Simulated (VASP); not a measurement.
Input:

```xyz
2
Lattice="0.0000 2.7343 2.7343 2.7343 0.0000 2.7343 2.7343 2.7343 0.0000" Properties=species:S:1:pos:R:3 pbc="T T T"
Si     0.0000     0.0000     0.0000
Si     1.3671     1.3671     1.3671
```

Method: B3LYP hybrid, VASP's PBE PAW potentials (set 64) (plane waves; VASP 6.6.1). Run with 520 eV cut-off, 6×6×6 Γ-centred mesh, Gaussian smearing of 0.050 eV, potentials Si.

The path is coarsely sampled, so an indirect gap can come out somewhat too large.

What does the run give for the energy per atom (σ→0), band gap (over mesh and band path) with the smallest direct gap where there is one?

The band gap (over mesh and band path) comes out as 1.87 eV, the smallest direct gap (over mesh and band path) comes out as 3.85 eV and the energy per atom (σ→0) is -5917 meV/atom.

Total energies compare only between runs with the same potentials, cut-off and functional.

The compound is Si in the diamond structure. It was relaxed first. The cell's shape comes from a PBE relaxation.
